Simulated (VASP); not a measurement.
The input files of a VASP run:

File POSCAR:
```
Tl
1
    1.7452920909    -3.0229346811     0.0000000000
    1.7452920909     3.0229346811     0.0000000000
    0.0000000000     0.0000000000     5.5920783115
Tl
2
Direct
  0.3333330000   0.6666670000   0.2500000000
  0.6666670000   0.3333330000   0.7500000000
```

File KPOINTS:
```
Automatic mesh
0
Gamma
12 12 7
0 0 0
```

**INCAR**
```
SYSTEM = Tl
SIGMA = 0.1   # width (eV)
NELM = 100
NSW = 30   # most ionic steps
LMAXMIX = 4
ISIF = 4
ALGO = Normal   # blocked Davidson
IVDW = 12
LCHARG = F
ENCUT = 520   # plane-wave cut-off (eV)
LREAL = F   # projection in real space or not
LASPH = T
LWAVE = F
PREC = Accurate
IBRION = 2   # conjugate gradients
EDIFF = 1E-7   # SCF stop (eV)
GGA = PE   # PBE
ISMEAR = 1
EDIFFG = -0.01
```

POTCAR, in this order: Tl_d (PBE.64 set). Program: vasp_std.

**Question.** Write an equivalent input for Quantum ESPRESSO's pw.x.

**Answer.** One equivalent input (not run):
```
&CONTROL
  calculation = 'vc-relax'
  pseudo_dir = './pseudo'
  outdir = './out'
  tprnfor = .true.
  tstress = .true.
  nstep = 30
  forc_conv_thr = 0.00039
/
&SYSTEM
  ibrav = 0
  nat = 2
  ntyp = 1
  ecutwfc = 60.3
  occupations = 'smearing'
  smearing = 'methfessel-paxton'
  degauss = 0.00735
  input_dft = 'pbe'
  vdw_corr = 'grimme-d3'
  dftd3_version = 4
  dftd3_threebody = .false.
/
&ELECTRONS
  conv_thr = 7.3e-09
  electron_maxstep = 100
/
&IONS
/
&CELL
  cell_dofree = 'shape'
/
ATOMIC_SPECIES
  Tl 204.380 Tl.upf
CELL_PARAMETERS angstrom
     1.7452921   -3.0229347    0.0000000
     1.7452921    3.0229347    0.0000000
     0.0000000    0.0000000    5.5920783
ATOMIC_POSITIONS crystal
  Tl   0.3333330  0.6666670  0.2500000
  Tl   0.6666670  0.3333330  0.7500000
K_POINTS automatic
  12 12 7 0 0 0
```
The two are equivalent in intent, not identical: the potentials are each code's own (VASP's PAW set, PseudoDojo norm-conserving files in pw.x), so ENCUT and ecutwfc are chosen apart and not converted; conv_thr bounds pw.x's estimated SCF error, while EDIFF bounds the energy change between steps; forc_conv_thr acts on force components and is met together with etot_conv_thr.

The compound is Tl in the hcp structure. This run relaxes it. Symmetry was kept, so distortions that lower it aren't found.
